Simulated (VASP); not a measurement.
Crystal: WAu.

```
CELL_PARAMETERS angstrom
0.00000 2.74798 2.74798
2.74798 0.00000 2.74798
2.74798 2.74798 0.00000
ATOMIC_POSITIONS crystal
W 0.00000 0.00000 0.00000
Au 0.75000 0.75000 0.75000
```

The cell was built by a generator and needn't be a form met in nature.

```yaml
Program: VASP 6.6.1
Task: relaxation of cell and atoms
Functional: PBE
Potentials_or_basis: VASP PAW PBE potentials, release 64 (W_sv, Au)
Cutoff: 600 eV
k_mesh: 8 × 8 × 8
Occupations: methfessel-paxton, width 0.2 eV
Spin: no spin polarisation
```

At the start: pressure 33.2 GPa; volume 20.75 Å³/atom.

**Question.** How do energy, volume and symmetry change on relaxing?

**Answer.** Over 5 steps the energy falls by 339.4 meV/atom and the volume is 24.63 Å³/atom (+18.7 %); space group F-43m (No. 216, to 0.05 Å).

Step by step:
```tsv
step	energy change (eV)	largest force (eV/Å)	pressure (GPa)	volume (Å³)
1	0.0000	0.0000	33.16	41.50
2	1.3292	0.0000	-17.74	73.01
3	-0.6672	0.0000	-2.94	50.49
4	-0.6781	0.0000	-0.77	49.57
5	-0.6788	0.0000	0.02	49.26
```

Final structure:
```xyz
2
Lattice="0.0000 2.9095 2.9095 2.9095 0.0000 2.9095 2.9095 2.9095 0.0000" Properties=species:S:1:pos:R:3 pbc="T T T"
W     0.0000    0.0000    0.0000
Au    4.3643    4.3643    4.3643
```

Caveat: the volume moved by over 15 % at a fixed basis, so the end points are rough.
